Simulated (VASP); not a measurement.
Output of a VASP run:

OSZICAR:
```
       N       E                     dE             d eps       ncg     rms          rms(c)
DAV:   1     0.798912889726E+01    0.79891E+01   -0.44581E+03  1592   0.989E+02
DAV:   2    -0.188870427037E+02   -0.26876E+02   -0.25691E+02  2096   0.130E+02
DAV:   3    -0.192271632070E+02   -0.34012E+00   -0.34012E+00  2048   0.169E+01
DAV:   4    -0.192276001375E+02   -0.43693E-03   -0.43693E-03  2288   0.558E-01
DAV:   5    -0.192276003461E+02   -0.20865E-06   -0.20913E-06  2016   0.936E-03    0.572E+00
DAV:   6    -0.174650414520E+02    0.17626E+01   -0.28182E+00  1656   0.986E+00    0.261E+00
DAV:   7    -0.171486458228E+02    0.31640E+00   -0.14931E+00  1856   0.702E+00    0.709E-01
DAV:   8    -0.171446853990E+02    0.39604E-02   -0.11641E-01  1624   0.235E+00    0.338E-01
DAV:   9    -0.171376425131E+02    0.70429E-02   -0.21818E-02  1800   0.861E-01    0.472E-02
DAV:  10    -0.171375976474E+02    0.44866E-04   -0.96132E-04  2176   0.218E-01    0.207E-02
DAV:  11    -0.171375853653E+02    0.12282E-04   -0.78000E-05  1744   0.585E-02    0.293E-03
DAV:  12    -0.171375848713E+02    0.49401E-06   -0.35241E-06  1816   0.125E-02
   1 F= -.14051641E+02 E0= -.14051766E+02  d E =-.140516E+02
```

File OUTCAR:
```
------------------------ aborting loop because EDIFF is reached ----------------------------------------
  FORCE on cell =-STRESS in cart. coord.  units (eV):
  Direction    XX          YY          ZZ          XY          YZ          ZX
  --------------------------------------------------------------------------------------
  Total        3.0873547      3.0873533      3.0684632      0.0000000     -0.0000000      0.0000000
  in kB      200.0914482    200.0913587    198.8670920      0.0000000     -0.0000000      0.0000000
  external PRESSURE =      -0.3167004 kB  Pullay stress =     200.0000000 kB
  volume of cell :       24.72
      direct lattice vectors                 reciprocal lattice vectors
     1.475713761 -2.556010640  0.000000000     0.338819094 -0.195617339  0.000000000
     1.475713761  2.556010640  0.000000000     0.338819094  0.195617339  0.000000000
     0.000000000  0.000000000  3.276980092     0.000000000  0.000000000  0.305159010
 POSITION                                       TOTAL-FORCE (eV/Angst)
 -----------------------------------------------------------------------------------
      0.00000      0.00000      0.00000         0.000000      0.000000      0.000000
      1.47571      0.85201      1.63849        -0.000000     -0.000000      0.000000
      1.47571     -0.85201      1.63849        -0.000000      0.000000      0.000000
 -----------------------------------------------------------------------------------
    total drift:                                0.000000     -0.000000      0.000000
  FREE ENERGIE OF THE ION-ELECTRON SYSTEM (eV)
  ---------------------------------------------------
  free  energy   TOTEN  =       -17.1375848713 eV

  energy  without entropy=      -17.1379583600  energy(sigma->0) =      -17.13770937
  enthalpy is  TOTEN    =       -14.0516411861 eV   P V=        3.0859436852

 reached required accuracy - stopping structural energy minimisation
```
(Selected blocks of OUTCAR.)

File POSCAR:
```
MgB2
1
    1.4757137610    -2.5560106403     0.0000000000
    1.4757137610     2.5560106403    -0.0000000000
    0.0000000000     0.0000000000     3.2769800922
Mg B
1 2
Direct
  0.0000000000   1.0000000000   0.0000000000
  0.3333330000   0.6666670000   0.5000000000
  0.6666670000   0.3333330000   0.5000000000
```

Task: Write an INCAR and KPOINTS that could have produced this output.

Result: Several could match; the one computed here: the input of the run itself, LDA (Ceperley-Alder, Perdew-Zunger), plane waves, VASP's LDA PAW potentials (set 64).

File KPOINTS:
```
Automatic mesh
0
Gamma
12 12 9
0 0 0
```

**INCAR**
```
SYSTEM = MgB2
PREC = Accurate
ENCUT = 620
EDIFF = 1E-6
NELM = 100
ALGO = Normal
LREAL = .FALSE.
LASPH = .TRUE.
ISMEAR = 1
SIGMA = 0.1
LWAVE = .FALSE.
LCHARG = .FALSE.
IBRION = 2
ISIF = 3
NSW = 40
EDIFFG = -0.02
PSTRESS = 200
```

POTCAR, in this order: Mg B (LDA.64 set). Program: vasp_std.

The compound is MgB2 in the AlB2 type structure. It was relaxed first under an external pressure of 20 GPa.
